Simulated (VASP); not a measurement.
InSb:

```
In Sb
1.0
     0.00000    3.31661    3.31661
     3.31661    0.00000    3.31661
     3.31661    3.31661    0.00000
In Sb
1 1
Direct
  0.00000 0.00000 0.00000
  0.75000 0.75000 0.75000
```

The cell is a database's computed one.

```yaml
Program: VASP 6.6.1
Task: relaxation of cell and atoms
Functional: PBEsol
Potentials_or_basis: VASP PAW PBE potentials, release 64 (In_d, Sb)
Cutoff: 300 eV
k_mesh: 12 × 12 × 12
Occupations: gaussian, width 0.1 eV
Spin: no spin polarisation
```

At the start: pressure -2.1 GPa; volume 36.48 Å³/atom.

Q: Where does the relaxation end?

A: Over 3 steps the energy falls by 14.3 meV/atom and the volume is 34.46 Å³/atom (-5.6 %); space group F-43m (No. 216, to 0.05 Å).

Step by step:
| step | energy change (eV) | largest force (eV/Å) | pressure (GPa) | volume (Å³) |
| --- | --- | --- | --- | --- |
| 1 | 0.0000 | 0.0000 | -2.14 | 72.96 |
| 2 | -0.0267 | 0.0000 | 0.64 | 67.94 |
| 3 | -0.0286 | 0.0000 | 0.00 | 68.91 |

Final structure:
```yaml
crystal:
  lattice:
    - [0.00000, 3.25407, 3.25407]
    - [3.25407, 0.00000, 3.25407]
    - [3.25407, 3.25407, 0.00000]
  atoms:
    - { symbol: In, position: [0.00000, 0.00000, 0.00000] }
    - { symbol: Sb, position: [0.75000, 0.75000, 0.75000] }
```

Caveat: the PAW data sets were made with another functional, which shifts forces and pressure a little.
